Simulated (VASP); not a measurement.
Input for VASP

File KPOINTS:
```
Automatic mesh
0
Gamma
16 16 16
0 0 0
```

POSCAR:
```
Ir
1
    0.0000000000     1.9638120693     1.9638120693
    1.9638120693     0.0000000000     1.9638120693
    1.9638120693     1.9638120693     0.0000000000
Ir
1
Direct
  0.0000000000   0.0000000000   0.0000000000
```

INCAR:
```
! general
SYSTEM  = Ir
PREC    = Accurate
ENCUT   = 520
LREAL   = .FALSE.   ! projection in real space or not
LASPH   = .TRUE.

! electronic loop
EDIFF   = 1E-7   ! SCF stop (eV)
NELM    = 100
ALGO    = Normal   ! blocked Davidson
LMAXMIX = 6   ! l cut-off of mixed one-centre charges
LMIXTAU = .TRUE.

! smearing
ISMEAR  = 1   ! Methfessel-Paxton
SIGMA   = 0.1   ! width (eV)

! functional
METAGGA = R2SCAN

! ions
ISIF    = 2

! output
LWAVE   = .FALSE.
LCHARG  = .FALSE.
```

POTCAR, in this order: Ir (PBE.64 set). Program: vasp_std.

### Question
Write an equivalent input for Ansatz.

### Answer
One equivalent input (not run):
Ansatz 0.2 input:
```yaml
crystal:
  lattice:
    - [0.0000000, 1.9638121, 1.9638121]
    - [1.9638121, 0.0000000, 1.9638121]
    - [1.9638121, 1.9638121, 0.0000000]
  atoms:
    - { symbol: Ir, position: [0.0000000, 0.0000000, 0.0000000] }
kpoints:
  mp_grid: { grid: [16, 16, 16] }
hamiltonian:
  xc: r2scan
  pseudopotentials: { kind: paw }
scf:
  occupations: { method: methfessel_paxton, width: 0.1 }
  max_iter: 100
output: { forces: true, stress: true, eigenvalues: true }
```
What does not carry over: each code has its own PAW files, so the cut-off isn't converted (ENCUT is set for VASP's; basis.ecutwfc is left out, and Ansatz then takes the one that its files recommend); Ansatz stops its SCF on the density residual and VASP on the energy change (EDIFF).

The compound is Ir in the fcc structure. This cell is one point of a volume scan, at 1.06 of the reference volume.
